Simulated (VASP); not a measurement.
Output of a VASP run:

### OSZICAR
```
       N       E                     dE             d eps       ncg     rms          rms(c)
DAV:   1     0.174323196856E+02    0.17432E+02   -0.32015E+03   480   0.654E+02
DAV:   2    -0.877497049365E+01   -0.26207E+02   -0.22999E+02   664   0.946E+01
DAV:   3    -0.943703366983E+01   -0.66206E+00   -0.66206E+00   568   0.215E+01
DAV:   4    -0.944012923435E+01   -0.30956E-02   -0.30956E-02   760   0.159E+00
DAV:   5    -0.944013092991E+01   -0.16956E-05   -0.16956E-05   608   0.315E-02    0.416E+00
DAV:   6    -0.911840121118E+01    0.32173E+00   -0.81021E-01   496   0.441E+00    0.315E+00
DAV:   7    -0.907717346523E+01    0.41228E-01   -0.20028E-01   592   0.232E+00    0.197E+00
DAV:   8    -0.907464020124E+01    0.25333E-02   -0.87825E-03   584   0.751E-01    0.693E-01
DAV:   9    -0.907452693224E+01    0.11327E-03   -0.36292E-04   544   0.149E-01    0.241E-01
DAV:  10    -0.907453187201E+01   -0.49398E-05   -0.47770E-05   648   0.426E-02    0.516E-02
DAV:  11    -0.907453402182E+01   -0.21498E-05   -0.78930E-07   616   0.780E-03    0.140E-02
DAV:  12    -0.907453396943E+01    0.52386E-07   -0.61058E-08   600   0.148E-03    0.449E-03
DAV:  13    -0.907453393433E+01    0.35098E-07   -0.21238E-08   376   0.807E-04    0.151E-04
DAV:  14    -0.907453392847E+01    0.58608E-08   -0.52998E-10   312   0.214E-04
   1 F= -.90745339E+01 E0= -.90745339E+01  d E =-.907453E+01
```

**OUTCAR**
```
------------------------ aborting loop because EDIFF is reached ----------------------------------------
  FORCE on cell =-STRESS in cart. coord.  units (eV):
  Direction    XX          YY          ZZ          XY          YZ          ZX
  --------------------------------------------------------------------------------------
  Total        0.0004524      0.0004524      0.0004524     -0.0000000      0.0000000      0.0000000
  in kB        0.0208818      0.0208818      0.0208818     -0.0000000      0.0000000      0.0000000
  external PRESSURE =       0.0208818 kB  Pullay stress =       0.0000000 kB
  volume of cell :       34.71
      direct lattice vectors                 reciprocal lattice vectors
     0.000000000  2.589071475  2.589071475    -0.193119427  0.193119427  0.193119427
     2.589071475  0.000000000  2.589071475     0.193119427 -0.193119427  0.193119427
     2.589071475  2.589071475  0.000000000     0.193119427  0.193119427 -0.193119427
 POSITION                                       TOTAL-FORCE (eV/Angst)
 -----------------------------------------------------------------------------------
      0.00000      0.00000      0.00000        -0.000000      0.000000      0.000000
      2.58907      2.58907      2.58907         0.000000     -0.000000     -0.000000
 -----------------------------------------------------------------------------------
    total drift:                               -0.000000     -0.000000      0.000000
  FREE ENERGIE OF THE ION-ELECTRON SYSTEM (eV)
  ---------------------------------------------------
  free  energy   TOTEN  =        -9.0745339285 eV

  energy  without entropy=       -9.0745339285  energy(sigma->0) =       -9.07453393

 reached required accuracy - stopping structural energy minimisation
```
(Selected blocks of OUTCAR.)

### POSCAR
```
MgS
1
    0.0000000000     2.5890714753     2.5890714753
    2.5890714753    -0.0000000000     2.5890714753
    2.5890714753     2.5890714753     0.0000000000
Mg S
1 1
Direct
  0.0000000000   0.0000000000   0.0000000000
  0.5000000000   0.5000000000   0.5000000000
```

Question: Write an INCAR and KPOINTS that could have produced this output.

Answer: This is not unique; one that fits is the input of the run itself, PBEsol GGA, plane waves, VASP's PBE PAW potentials (set 64).

File KPOINTS:
```
Regular mesh
0
gamma
 8 8 8
0 0 0
```

**INCAR**
```
SYSTEM = MgS
PREC = Accurate
ENCUT = 400
EDIFF = 1E-8
NELM = 100
ALGO = Normal
LREAL = .FALSE.
LASPH = .TRUE.
ISMEAR = 0
SIGMA = 0.05
GGA = PS
LWAVE = .FALSE.
LCHARG = .FALSE.
IBRION = 1
ISIF = 2
NSW = 30
EDIFFG = -0.001
```

POTCAR, in this order: Mg S (PBE.64 set). Program: vasp_std.

The compound is MgS in the rock salt structure. It was relaxed first. The start is the result of an earlier pass.
